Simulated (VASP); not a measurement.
OSZICAR of a VASP run on Sb (a7):

**OSZICAR**
```
       N       E                     dE             d eps       ncg     rms          rms(c)
DAV:   1     0.392151842841E+02    0.39215E+02   -0.37250E+03  1170   0.879E+02
DAV:   2    -0.655954070611E+01   -0.45775E+02   -0.45307E+02  1658   0.126E+02
DAV:   3    -0.823323238711E+01   -0.16737E+01   -0.16727E+01  1423   0.294E+01
DAV:   4    -0.824904501206E+01   -0.15813E-01   -0.15830E-01  1464   0.307E+00
DAV:   5    -0.824916548983E+01   -0.12048E-03   -0.12029E-03  1362   0.283E-01    0.298E+00
DAV:   6    -0.824948024132E+01   -0.31475E-03   -0.18555E-03  1336   0.399E-01    0.180E+00
DAV:   7    -0.824978117861E+01   -0.30094E-03   -0.48689E-03  1201   0.624E-01    0.841E-02
DAV:   8    -0.824989932919E+01   -0.11815E-03   -0.13169E-04  1414   0.908E-02    0.174E-02
DAV:   9    -0.824991732376E+01   -0.17995E-04   -0.23086E-05  1222   0.367E-02    0.363E-03
DAV:  10    -0.824991831389E+01   -0.99013E-06   -0.17440E-06  1504   0.922E-03    0.105E-03
DAV:  11    -0.824991830943E+01    0.44544E-08   -0.18211E-07  1099   0.328E-03
   1 F= -.92069256E+01 E0= -.92069256E+01  d E =0.000000E+00
```

Question: Which electronic solver shows in the log?

Answer: It is blocked Davidson (ALGO = Normal, or the opening steps of other solvers). The INCAR had ALGO = Normal.

Question: Can the final energy be trusted as converged?

Answer: The calculation finished and met its thresholds. It stopped with EDIFF = 1E-7, NELM = 100 (PBE GGA with D3 dispersion (Becke-Johnson damping), plane waves, VASP's PBE PAW potentials (set 64)).

The compound is Sb in the a7 structure. It was relaxed first.
